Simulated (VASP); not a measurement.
```
CELL_PARAMETERS angstrom
      1.66627    -5.21092     0.00000
      1.66627     5.21092     0.00000
      0.00000     0.00000     3.28241
ATOMIC_POSITIONS crystal
  Na 0.34104 0.65896 0.25000
  Na 0.65896 0.34104 0.75000
  H  0.03207 0.96793 0.25000
  H  0.96793 0.03207 0.75000
  O  0.87392 0.12608 0.75000
  O  0.12608 0.87392 0.25000
```

All values below come from LDA (Ceperley-Alder, Perdew-Zunger), VASP's LDA PAW potentials (set 64) (plane waves; VASP). Run with 520 eV cut-off, 8×8×8 Γ-centred mesh, tetrahedra with Blöchl corrections, potentials Na_pv H O.

The cores are frozen, which limits the accuracy of field gradients.

**Question.** Give the principal components of the electric field gradient (V/Å²) and the asymmetry η at each nucleus.

**Answer.** 
| atom | Vxx | Vyy | Vzz | η |
|---|---|---|---|---|
| Na1 | -8.6 | -8.1 | 16.7 | 0.03 |
| Na2 | -8.6 | -8.1 | 16.7 | 0.03 |
| H3 | -20.8 | -20.1 | 40.9 | 0.02 |
| H4 | -20.8 | -20.1 | 40.9 | 0.02 |
| O5 | -66.4 | -61.9 | 128.3 | 0.04 |
| O6 | -66.4 | -61.9 | 128.3 | 0.04 |

The structure comes from a computed database's NaHO entry (Cmcm); how it stands against other phases isn't given here. It was relaxed first, which changed the volume by -7 %.
